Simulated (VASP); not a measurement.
The system is GaN.

```
CELL_PARAMETERS angstrom
3.18000 0.00000 0.00000
-1.59000 2.75396 0.00000
0.00000 0.00000 5.16600
ATOMIC_POSITIONS crystal
Ga 0.33333 0.66667 0.00000
Ga 0.66667 0.33333 0.50000
N 0.33333 0.66667 0.37500
N 0.66667 0.33333 0.87500
```

- Program: VASP 6.6.1
- Task: relaxation of cell and atoms
- Functional: PBE
- Potentials or basis: VASP PAW PBE potentials, release 64 (Ga_d, N)
- Cutoff: 520 eV
- k mesh: 3 × 3 × 1
- Occupations: gaussian, width 0.02 eV
- Spin: no spin polarisation

At the start: pressure 6.2 GPa; volume 11.31 Å³/atom.

How do energy, volume and symmetry change on relaxing?

Over 8 steps the energy falls by 36.0 meV/atom and the volume is 11.57 Å³/atom (+2.3 %); space group P6_3mc (No. 186, to 0.05 Å).

Step by step:
| step | energy change (eV) | largest force (eV/Å) | pressure (GPa) | volume (Å³) |
| --- | --- | --- | --- | --- |
| 1 | 0.0000 | 0.3449 | 6.16 | 45.24 |
| 2 | -0.0870 | 0.4253 | -5.14 | 48.11 |
| 3 | -0.0969 | 0.4194 | -2.63 | 47.38 |
| 4 | -0.1356 | 0.1778 | -1.06 | 46.75 |
| 5 | -0.1440 | 0.0207 | 0.27 | 46.22 |
| 6 | -0.1441 | 0.0274 | 0.18 | 46.24 |
| 7 | -0.1440 | 0.0294 | -0.20 | 46.33 |
| 8 | -0.1442 | 0.0003 | 0.02 | 46.29 |

Final structure:
```
CELL_PARAMETERS angstrom
3.27716 0.00000 0.00000
-1.63858 2.83811 0.00000
0.00000 0.00000 4.97648
ATOMIC_POSITIONS crystal
Ga 0.33333 0.66667 0.98948
Ga 0.66667 0.33333 0.48948
N 0.33333 0.66667 0.38552
N 0.66667 0.33333 0.88552
```

Caveat: the k mesh is coarse (spacing up to 1.22 Å⁻¹), so the values aren't converged.
